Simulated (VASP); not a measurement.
Computed with PBEsol GGA, VASP's PBE PAW potentials (set 64) (plane waves; VASP).

VASP input:

**INCAR**
```
ALGO=Normal
EDIFF=1E-6
EDIFFG=-0.01
ENCUT=520
GGA=PS
IBRION=2
ISIF=3
ISMEAR=0
LASPH=.True.
LCHARG=.False.
LREAL=.False.
LWAVE=.False.
NELM=100
NSW=60
PREC=Accurate
SIGMA=0.05
SYSTEM=BP
```

File POSCAR:
```
BP
1
   -0.0000000000     2.2609820989     2.2609820989
    2.2609820989    -0.0000000000     2.2609820989
    2.2609820989     2.2609820989     0.0000000000
B P
1 1
Direct
  0.0000000000   0.0000000000   0.0000000000
  0.2500000000   0.2500000000   0.2500000000
```

File KPOINTS:
```
Automatic mesh
0
Gamma
9 9 9
0 0 0
```

POTCAR, in this order: B P (PBE.64 set). Program: vasp_std.

Q: Predict the energy per atom (σ→0).

A: 
| Quantity | Value |
|---|---|
| energy per atom (σ→0) | -6.837 eV/atom |

OSZICAR:
```
...
DAV:   6    -0.137849928092E+02    0.61931E+00   -0.15666E+00   600   0.676E+00    0.386E+00
DAV:   7    -0.136826451021E+02    0.10235E+00   -0.27998E-01   840   0.318E+00    0.120E+00
DAV:   8    -0.136729124851E+02    0.97326E-02   -0.27826E-02   600   0.113E+00    0.191E-01
DAV:   9    -0.136730254578E+02   -0.11297E-03   -0.48965E-04   784   0.205E-01    0.103E-01
DAV:  10    -0.136730827549E+02   -0.57297E-04   -0.12420E-04   624   0.828E-02    0.210E-02
DAV:  11    -0.136730867993E+02   -0.40444E-05   -0.40318E-06   824   0.183E-02    0.248E-02
DAV:  12    -0.136730870896E+02   -0.29035E-06   -0.13619E-06   328   0.718E-03
   1 F= -.13673087E+02 E0= -.13673087E+02  d E =-.136731E+02
```

The structure was generated: BP was put into the zinc blende type (F-43m), which need not be its known phase. It was relaxed first, which changed the volume by +8 %. The start is the result of an earlier pass.
